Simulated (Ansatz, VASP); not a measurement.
# ZnCuSCl: VASP beside Ansatz, part 2 of 2

Aim: how closely do two programs agree when they are given the same cell, functional and k mesh? The cell is generated by rule, not measured, and may not be a known phase. The cell is taken from a series of runs on this material, whose earlier steps may have relaxed, scaled, displaced or heated it; both programs get it as it stands.

VASP 6.6.1 and Ansatz 0.2.0.

So far: Starting point; Ansatz: relaxation of cell and atoms, PBE, pair 1.

### Step 3. VASP: relaxation of cell and atoms, PBE, pair 1

Level of this step: PBE, no spin polarisation; plane waves and PAW (Cl, Cu, S, Zn); invented cell (VASP).

The same cell, functional and mesh now go to VASP, with its own data sets.

Lines of VASP's logs that name or quote its potential files are left out, and so is its time.

File INCAR:

```
SYSTEM = ZnCuSCl
PREC = Accurate
ENCUT = 600
EDIFF = 1E-07
NELM = 120
ISMEAR = 0
SIGMA = 0.01
LREAL = .FALSE.
ALGO = Normal
GGA = PE
NBANDS = 44
LASPH = .TRUE.
LORBIT = 11
LWAVE = .FALSE.
LCHARG = .FALSE.
ISIF = 3
IBRION = 2
NSW = 80
EDIFFG = -0.005
GGA_COMPAT = .FALSE.
NELMIN = 4
EFERMI = MIDGAP
KPAR = 2
```

File POSCAR:

```
ZnCuSCl
1.0
    2.7403220000      2.7403220000      0.0000000000
   -2.8074150000      2.8074150000      0.0000000000
    0.0000000000      0.0000000000     10.7899640000
Cl Cu S Zn
2 2 2 2
Direct
    0.5000000000      0.0000000000      0.6345607826
    0.0000001825      0.5000000000      0.8824391814
    0.0000000000      0.0000000000      0.4646618840
    0.5000001825      0.5000000000      0.7274789795
    0.5000000000      0.0000000000      0.1296823604
    0.0000001825      0.5000000000      0.3794388934
    0.0000000000      0.0000000000      0.0180555746
    0.5000001825      0.5000000000      0.2636821587
```

File KPOINTS:

```
Automatic mesh
0
Gamma
8 8 4
0 0 0
```

The projector-augmented-wave data sets are Cl, Cu, S and Zn (PBE family, release 64).

Launch:

```
$ mpirun -np 2 vasp_std
```

Numbers of over 12 decimals in the logs are rounded to 6 here.

What it wrote:

```text
[banner, memory and clock lines left out]
running    2 mpi-ranks, on    1 nodes
 distrk:  each k-point on    1 cores,    2 groups
 distr:  one band on    1 cores,    1 groups

 POSCAR found type information on POSCAR ClCuS Zn
 POSCAR found :  4 types and       8 ions
 LDA part: xc-table for (Slater+PW92), standard interpolation
 POSCAR, INCAR and KPOINTS ok, starting setup
 FFT: planning ... GRIDC
 FFT: planning ... GRID_SOFT
 FFT: planning ... GRID
 WAVECAR not read
 entering main loop
       N       E                     dE             d eps       ncg     rms          rms(c)
DAV:   1     0.698655000346E+03    0.69866E+03   -0.34774E+04  6600   0.219E+03
DAV:   2     0.948783112135E+02   -0.60378E+03   -0.58447E+03  6620   0.479E+02
DAV:   3    -0.186126997418E+02   -0.11349E+03   -0.11095E+03  8536   0.207E+02
DAV:   4    -0.278020361065E+02   -0.91893E+01   -0.91263E+01  9768   0.574E+01
DAV:   5    -0.280507208603E+02   -0.24868E+00   -0.24823E+00  8944   0.950E+00    0.126E+01
DAV:   6    -0.265767681900E+02    0.14740E+01   -0.11804E+01 10092   0.641E+01    0.885E+00
DAV:   7    -0.262601267669E+02    0.31664E+00   -0.58692E+00  9704   0.460E+01    0.643E+00
DAV:   8    -0.262525169120E+02    0.76099E-02   -0.74371E-01  9064   0.100E+01    0.212E+00
DAV:   9    -0.262324633331E+02    0.20054E-01   -0.22979E-01  9512   0.815E+00    0.622E-01
DAV:  10    -0.262303748791E+02    0.20885E-02   -0.54859E-02  9544   0.506E+00    0.386E-01
DAV:  11    -0.262298300754E+02    0.54480E-03   -0.11686E-02 10812   0.233E+00    0.253E-01
DAV:  12    -0.262300188095E+02   -0.18873E-03   -0.15479E-03  9936   0.427E-01    0.137E-01
DAV:  13    -0.262300969139E+02   -0.78104E-04   -0.51850E-04  8368   0.285E-01    0.415E-02
DAV:  14    -0.262301242779E+02   -0.27364E-04   -0.21506E-04  9788   0.109E-01    0.420E-02
DAV:  15    -0.262301283211E+02   -0.40432E-05   -0.25283E-05  8972   0.848E-02    0.175E-02
DAV:  16    -0.262301289347E+02   -0.61356E-06   -0.11023E-05 10096   0.322E-02    0.513E-03
DAV:  17    -0.262301289841E+02   -0.49413E-07   -0.20953E-06  9596   0.156E-02    0.309E-03
DAV:  18    -0.262301291289E+02   -0.14485E-06   -0.40215E-07  6920   0.113E-02    0.131E-03
DAV:  19    -0.262301290813E+02    0.47667E-07   -0.90342E-08  4632   0.513E-03
   1 F= -.26230129E+02 E0= -.26230129E+02  d E =-.262301E+02
 curvature:   0.00 expect dE= 0.000E+00 dE for cont linesearch  0.000E+00
 trial: gam= 0.00000 g(F)=  0.217E-04 g(S)=  0.304E-03 ort = 0.000E+00 (trialstep = 0.100E+01)
 search vector abs. value=  0.326E-03
 bond charge predicted
       N       E                     dE             d eps       ncg     rms          rms(c)
DAV:   1    -0.262349853502E+02   -0.48562E-02   -0.88062E-02  7960   0.392E+00    0.541E-01
DAV:   2    -0.262315277819E+02    0.34576E-02   -0.42005E-02  7656   0.338E+00    0.207E-01
DAV:   3    -0.262305014850E+02    0.10263E-02   -0.85995E-03  8872   0.161E+00    0.129E-01
DAV:   4    -0.262303280297E+02    0.17346E-03   -0.68289E-04  9548   0.413E-01    0.622E-02
DAV:   5    -0.262302776054E+02    0.50424E-04   -0.13273E-04  9992   0.264E-01    0.320E-02
DAV:   6    -0.262302658317E+02    0.11774E-04   -0.46385E-05 11096   0.177E-01    0.141E-02
DAV:   7    -0.262302632904E+02    0.25413E-05   -0.11285E-05  9520   0.658E-02    0.422E-03
DAV:   8    -0.262302635332E+02   -0.24278E-06   -0.11286E-06  8952   0.841E-03    0.213E-03
DAV:   9    -0.262302636530E+02   -0.11977E-06   -0.14889E-07  4120   0.815E-03    0.929E-04
DAV:  10    -0.262302636670E+02   -0.14075E-07   -0.60426E-08  3844   0.231E-03
   2 F= -.26230264E+02 E0= -.26230264E+02  d E =-.134586E-03
 trial-energy change:   -0.000135  1 .order   -0.000143   -0.000326    0.000040
 step:   0.8763(harm=  0.8910)  dis= 0.00061  next Energy=   -26.230266 (dE=-0.137E-03)
 reached required accuracy - stopping structural energy minimisation
```

OUTCAR, selected parts (step 3):

```text
ion  position               nearest neighbor table
   1  0.500  0.000  0.635-   4 2.22   4 2.22   3 2.67   3 2.67
   2  0.000  0.500  0.882-   7 2.47   7 2.47   4 2.56   4 2.56
   3  0.000  0.000  0.465-   6 2.19   6 2.19   1 2.67   1 2.67
   4  0.500  0.500  0.727-   1 2.22   1 2.22   2 2.56   2 2.56
   5  0.500  0.000  0.130-   7 2.28   7 2.28   8 2.46   8 2.46
   6  0.000  0.500  0.379-   3 2.19   3 2.19   8 2.31   8 2.31
   7  0.000  0.000  0.018-   5 2.28   5 2.28   2 2.47   2 2.47
   8  0.500  0.500  0.264-   6 2.31   6 2.31   5 2.46   5 2.46

  LATTYP: Found a simple orthorhombic cell.
 ALAT       =     3.8754005377
 B/A-ratio  =     1.0244836191
 C/A-ratio  =     2.7842190491

 Subroutine GETGRP returns: Found  4 space group operations
 (whereof  4 operations were pure point group operations)

The static configuration has the point symmetry C_2v.

 Found     75 irreducible k-points:

   k-points           NKPTS =     75   k-points in BZ     NKDIM =     75   number of bands    NBANDS=     44

   dimension x,y,z NGX =    32 NGY =   32 NGZ =   90
   dimension x,y,z NGXF=    64 NGYF=   64 NGZF=  180

   ENCUT  =  600.0 eV  44.10 Ry    6.64 a.u.   7.74  7.93 21.55*2*pi/ulx,y,z

   NELECT =      72.0000    total number of electrons

 k-points in reciprocal lattice and weights: Automatic mesh
   0.00000000  0.00000000  0.00000000       0.004
   0.12500000  0.00000000  0.00000000       0.008
   0.25000000  0.00000000  0.00000000       0.008
   0.37500000  0.00000000  0.00000000       0.008
   0.50000000  0.00000000  0.00000000       0.004
   0.00000000  0.12500000  0.00000000       0.008
   0.12500000  0.12500000  0.00000000       0.016
   0.25000000  0.12500000  0.00000000       0.016
   0.37500000  0.12500000  0.00000000       0.016
[...]
0.37500000  0.50000000  0.50000000       0.008
   0.50000000  0.50000000  0.50000000       0.004

 average (electrostatic) potential at core
       1 -93.3813       2 -94.0749       3 -66.6854       4 -66.8251       5 -89.0098
       6 -88.3542       7 -37.0268       8 -36.1979

 E-fermi :   3.5244

 k-point     1 :       0.0000    0.0000    0.0000
  band No.  band energies     occupation
    ...
     32       2.2935      2.00000
     33       2.5894      2.00000
     34       2.5915      2.00000
     35       2.8482      2.00000
     36       3.2868      2.00000
     37       3.7557      0.00000
     38       5.5569      0.00000
     39       5.6439      0.00000
     40       6.2370      0.00000
     41       6.5775      0.00000
    ...

 k-point     2 :       0.1250    0.0000    0.0000
  band No.  band energies     occupation
    ...
     32       2.3475      2.00000
     33       2.4575      2.00000
     34       2.5975      2.00000
     35       2.8969      2.00000
     36       3.2860      2.00000
     37       4.1723      0.00000
     38       5.6146      0.00000
     39       6.1499      0.00000
     40       6.3707      0.00000
     41       6.6464      0.00000
    ...

 k-point     3 :       0.2500    0.0000    0.0000
  band No.  band energies     occupation
    ...
     32       2.2440      2.00000
     33       2.5368      2.00000
     34       2.6134      2.00000
     35       2.9194      2.00000
     36       3.2863      2.00000
     37       4.7251      0.00000
     38       5.7283      0.00000
     39       6.0420      0.00000
     40       6.6916      0.00000
     41       7.7436      0.00000
    ...

  Total       -0.0165868     -0.0165868     -0.0135107      0.0111504      0.0000000      0.0000000
  in kB       -0.1597086     -0.1597086     -0.1300900      0.1073636      0.0000000      0.0000000
  external PRESSURE =      -0.1498357 kB  Pullay stress =       0.0000000 kB

  energy-cutoff  :      600.00
  volume of cell :      166.40
      direct lattice vectors                 reciprocal lattice vectors
     2.742044638  2.742044638  0.000000000     0.182345682  0.182345682  0.000000000
    -2.810311162  2.810311162  0.000000000    -0.177916242  0.177916242  0.000000000
     0.000000000  0.000000000 10.796553669     0.000000000  0.000000000  0.092622149

 POSITION                                       TOTAL-FORCE (eV/Angst)
 -----------------------------------------------------------------------------------
      1.37102      1.37102      6.85057         0.000000     -0.000000     -0.000130
     -1.40516      1.40516      9.52710        -0.000000      0.000000     -0.000419
     -0.00000      0.00000      5.01745         0.000000     -0.000000      0.001409
     -0.03413      2.77618      7.85467        -0.000000      0.000000     -0.000098
      1.37102      1.37102      1.40022         0.000000     -0.000000     -0.003219
     -1.40516      1.40516      4.09641         0.000000     -0.000000     -0.000785
     -0.00000      0.00000      0.19479         0.000000     -0.000000      0.002496
     -0.03413      2.77618      2.84671         0.000000     -0.000000      0.000745
 -----------------------------------------------------------------------------------
    total drift:                               -0.000926     -0.000926     -0.000967

  FREE ENERGIE OF THE ION-ELECTRON SYSTEM (eV)
  ---------------------------------------------------
  free  energy   TOTEN  =       -26.2302636670 eV

  energy  without entropy=      -26.2302636670  energy(sigma->0) =      -26.23026367

 reached required accuracy - stopping structural energy minimisation

 total charge
# of ion       s       p       d       tot
------------------------------------------
    1        1.590   3.504   0.000   5.095
    2        1.599   3.494   0.000   5.093
    3        0.372   0.288   9.313   9.973
    4        0.295   0.241   9.375   9.911
    5        1.320   2.414   0.000   3.733
    6        1.305   2.428   0.000   3.733
    7        0.509   0.400   9.807  10.716
    8        0.519   0.436   9.796  10.751
--------------------------------------------------
tot          7.509  13.203  38.292  59.004

[... 3 further parts left out ...]
```

CONTCAR:

```
ZnCuSCl
   1.00000000000000
     2.7420446379020920    2.7420446379020920    0.0000000000000000
    -2.8103111623629142    2.8103111623629142    0.0000000000000000
     0.0000000000000000    0.0000000000000000   10.7965536694152444
  Cl              Cu              S               Zn
     2     2     2     2
Direct
     0.5000000000000000    0.0000000000000000    0.6345147165601496
     0.0000001825000027    0.5000000000000000    0.8824205734535464
     0.0000000000000000    0.0000000000000000    0.4647268403642810
     0.5000001825000027    0.5000000000000000    0.7275166469399579
     0.5000000000000000    0.0000000000000000    0.1296918186538644
     0.0000001825000027    0.5000000000000000    0.3794187191003709
     0.0000000000000000    0.0000000000000000    0.0180422104346553
     0.5000001825000027    0.5000000000000000    0.2636682890931699
```

This run has no spin polarisation, so a moment on Cu, if there is one, isn't seen.

### Step 4. Comparison

Known differences besides the potentials themselves: fixed occupations in Ansatz, narrow Gaussian smearing in VASP; the data sets hold 88 valence electrons in Ansatz (on its default PAW (the set named soft_2) files) and 72 in VASP; the cutoff is 420 eV in Ansatz and 600 eV in VASP; Ansatz adds a Pulay correction to the stress that steers its cell, VASP none. Total energies have different zeros and are not compared.

The two programs side by side:

| quantity | Ansatz | VASP | difference |
| --- | --- | --- | --- |
| volume (Å³) | 166.02 | 166.40 | -0.23 % |
| edge a after relaxation, in the typed setting (Å) | 3.875 | 3.878 | -0.06 % |
| edge b after relaxation, in the typed setting (Å) | 3.970 | 3.974 | -0.11 % |
| edge c after relaxation, in the typed setting (Å) | 10.790 | 10.797 | -0.06 % |

### Step 5. VASP: relaxation of cell and atoms, PBE, pair 2

The relaxed volume is the usual yardstick between codes: in a stiff, nearly cubic crystal its relative difference is about their pressure difference at one cell divided by the bulk modulus.

Changes to INCAR since step 3:

```diff
@@ -6,3 +6,3 @@
 ISMEAR = 0
-SIGMA = 0.01
+SIGMA = 0.02
 LREAL = .FALSE.
```

File POSCAR:

```
ZnCuSCl
1.0
    2.7399810000      2.7399810000      0.0000000000
   -2.8085410000      2.8085410000      0.0000000000
    0.0000000000      0.0000000000     10.7908270000
Cl Cu S Zn
2 2 2 2
Direct
    0.4999998175      0.0000000000      0.6348847961
    0.9999998175      0.5000000000      0.8823177315
    0.0000000000      0.0000000000      0.4647390788
    0.5000000000      0.5000000000      0.7275197721
    0.4999998175      0.0000000000      0.1295769082
    0.9999998175      0.5000000000      0.3794586828
    0.0000000000      0.0000000000      0.0178671199
    0.5000000000      0.5000000000      0.2636359567
```

KPOINTS is that of step 3.

Launch:

```
$ mpirun -np 2 vasp_std
```

What it wrote:

```text
[... set-up lines as in an earlier step ...]
 entering main loop
       N       E                     dE             d eps       ncg     rms          rms(c)
DAV:   1     0.696140145245E+03    0.69614E+03   -0.34820E+04  6600   0.220E+03
DAV:   2     0.929715387153E+02   -0.60317E+03   -0.58342E+03  6620   0.477E+02
DAV:   3    -0.190040957071E+02   -0.11198E+03   -0.10979E+03  8520   0.206E+02
DAV:   4    -0.277752468027E+02   -0.87712E+01   -0.87053E+01  9560   0.568E+01
[...]
DAV:  17    -0.262301532178E+02   -0.83232E-07   -0.20164E-06  9528   0.152E-02    0.315E-03
DAV:  18    -0.262301533417E+02   -0.12389E-06   -0.36798E-07  6776   0.113E-02    0.134E-03
DAV:  19    -0.262301532969E+02    0.44809E-07   -0.90508E-08  4652   0.484E-03
   1 F= -.26230153E+02 E0= -.26230153E+02  d E =-.262302E+02
[... from here on, the cycles between the ionic steps are left out ...]
   2 F= -.26230251E+02 E0= -.26230251E+02  d E =-.977879E-04
   3 F= -.26230252E+02 E0= -.26230252E+02  d E =-.986866E-04
   4 F= -.26230261E+02 E0= -.26230261E+02  d E =-.951255E-05
   5 F= -.26230278E+02 E0= -.26230278E+02  d E =-.259809E-04
   6 F= -.26230279E+02 E0= -.26230279E+02  d E =-.272523E-04
   7 F= -.26230279E+02 E0= -.26230279E+02  d E =-.266640E-04
   8 F= -.26230279E+02 E0= -.26230279E+02  d E =-.273579E-04
   9 F= -.26230283E+02 E0= -.26230283E+02  d E =-.374187E-05
 trial-energy change:   -0.000004  1 .order   -0.000004   -0.000009    0.000001
 step:   1.6047(harm=  1.6047)  dis= 0.00034  next Energy=   -26.230283 (dE=-0.396E-05)
 reached required accuracy - stopping structural energy minimisation
```

Parts of OUTCAR (step 5):

```text
  Total        0.0072494      0.0072494      0.0110598      0.0038313      0.0000000      0.0000000
  in kB        0.0698354      0.0698354      0.1065418      0.0369082      0.0000000      0.0000000
  external PRESSURE =       0.0820709 kB  Pullay stress =       0.0000000 kB

 POSITION                                       TOTAL-FORCE (eV/Angst)
 -----------------------------------------------------------------------------------
      1.37115      1.37115      6.84800         0.000000     -0.000000      0.000665
      1.33751      4.14710      9.52360        -0.000000      0.000000     -0.002590
     -2.80958      2.80958      5.01690         0.000000     -0.000000      0.001045
     -0.03364      2.77595      7.85387         0.000000     -0.000000     -0.001034
      1.37115      1.37115      1.39862        -0.000000      0.000000      0.002550
      1.33751      4.14710      4.09473        -0.000000      0.000000      0.000507
     -2.80958      2.80958      0.19468         0.000000     -0.000000     -0.000340
     -0.03364      2.77595      2.84584         0.000000     -0.000000     -0.000803
 -----------------------------------------------------------------------------------
    total drift:                                0.001432      0.001432     -0.000887

  FREE ENERGIE OF THE ION-ELECTRON SYSTEM (eV)
  ---------------------------------------------------
  free  energy   TOTEN  =       -26.2302830832 eV

  energy  without entropy=      -26.2302830832  energy(sigma->0) =      -26.23028308

[... 2 parts as in an earlier step ...]

[... 2 further parts left out ...]
[key lines of the parts left out:]
E-fermi :   3.5302
```

### Step 6. Ansatz: relaxation of cell and atoms, PBE, pair 2

The same cell, functional, mesh and smearing now go to Ansatz, which takes its cutoff from its data sets.

The cell is taken from a series of runs on this material, whose earlier steps may have relaxed, scaled, displaced or heated it; both programs get it as it stands.

File input.yaml:

```yaml
crystal:
  lattice:
    - [2.7399806821, 2.7399806821, 0.0]
    - [-2.8085406177, 2.8085406177, 0.0]
    - [0.0, 0.0, 10.7908270241]
  atoms:
    - { symbol: Cl, position: [0.5, 0.0, 0.6348847694] }
    - { symbol: Cl, position: [1.0, 0.5, 0.8823177035] }
    - { symbol: Cu, position: [0.0, 0.0, 0.4647391142] }
    - { symbol: Cu, position: [0.5, 0.5, 0.7275197495] }
    - { symbol: S, position: [0.5, 0.0, 0.1295769089] }
    - { symbol: S, position: [1.0, 0.5, 0.3794586788] }
    - { symbol: Zn, position: [0.0, 0.0, 0.0178671052] }
    - { symbol: Zn, position: [0.5, 0.5, 0.2636359705] }
kpoints:
  mp_grid: { grid: [8, 8, 4] }
hamiltonian:
  xc: pbe
scf:
  occupations: { method: gaussian, width: 0.02 }
output:
  forces: true
  stress: true
  eigenvalues: true
relax:
  adjacent_minimum: "off"
  f_tol: 0.005
  max_steps: 80
  cell: { stress_tol: 0.05 }
```

Launch:

```
$ ansatz run input.yaml --threads 8 --pin off --max-ram 14336MiB --backend cpu --events-out ev --progress --plain --runs-dir out
```

What it wrote:

```text
[...]
Crystal: 8 atoms, lattice volume = 166.078 Å³
Basis set: ecut = 420 eV, 3293 PW (Γ), exchange–correlation on 54×54×150 points (8 copies of the dense FFT grid, shifted against one another)
Bands: 53, of which v1, the nominal top of the filled ones, is band 44 counted from 1 (43 counted from 0)
Symmetry: 4 space group operations
[...]
- [-2.807415, 2.807415, 0]
    - [0, 0, 10.789964]
  atoms:
    - { symbol: Cl, position: [0.5, 0, 0.634561] }
    - { symbol: Cl, position: [1.000000, 0.5, 0.882439] }
    - { symbol: Cu, position: [0, 0, 0.464662] }
    - { symbol: Cu, position: [0.500000, 0.500000, 0.727479] }
    - { symbol: S, position: [0.5, 0, 0.129682] }
    - { symbol: S, position: [1.000000, 0.5, 0.379439] }
    - { symbol: Zn, position: [0, 0, 0.018056] }
    - { symbol: Zn, position: [0.500000, 0.500000, 0.263682] }
[key lines of the parts left out:]
SCF converged after 6 iterations
Free energy (F): -23856.171746 eV
Fermi energy:    6.962176 eV
P = ⅓ Tr σ = 0.0005 GPa (0.005 kbar)
```

### Step 7. Differences

What differs besides the data sets and the points named for the pairs above, as far as they apply: the data sets hold 88 valence electrons in Ansatz (on its default PAW (the set named soft_2) files) and 72 in VASP. Total energies have different zeros and are not compared.

The two programs side by side:

| quantity | Ansatz | VASP | difference |
| --- | --- | --- | --- |
| volume (Å³) | 166.02 | 166.32 | -0.18 % |
| edge a after relaxation, in the typed setting (Å) | 3.875 | 3.878 | -0.07 % |
| edge b after relaxation, in the typed setting (Å) | 3.970 | 3.973 | -0.08 % |
| edge c after relaxation, in the typed setting (Å) | 10.790 | 10.793 | -0.03 % |

### Step 8. Outcome

- difference in volume (relaxation of cell and atoms, PBE, pair 1): -0.23 %
- difference in volume (relaxation of cell and atoms, PBE, pair 2): -0.18 %

The difference in volume is -0.23 % (relaxation of cell and atoms, PBE, pair 1), within the 1.2 % picked in this series as the mark of a large difference, as far as the stopping tolerances let one tell. The data sets hold unlike numbers of valence electrons (88 in Ansatz and 72 in VASP), so part of the differences comes from the potentials. 1 further run of this series is not shown here. Such differences can come from data sets, numerical settings and the points named under the comparisons, not from the functional's error against experiment.

[Lines on the potential files, build, host, timing and source positions are cut from VASP's logs without a mark.]

[Logs are printed without paths, hosts, clocks, repeated set-up lines and the standing remarks that a program may print on its own settings, such as how far it seeks lower states.]

[Hosts, paths, dates, database ids (printed as entryN), source tags and the programs' standing remarks are cut or masked in the printed files.]
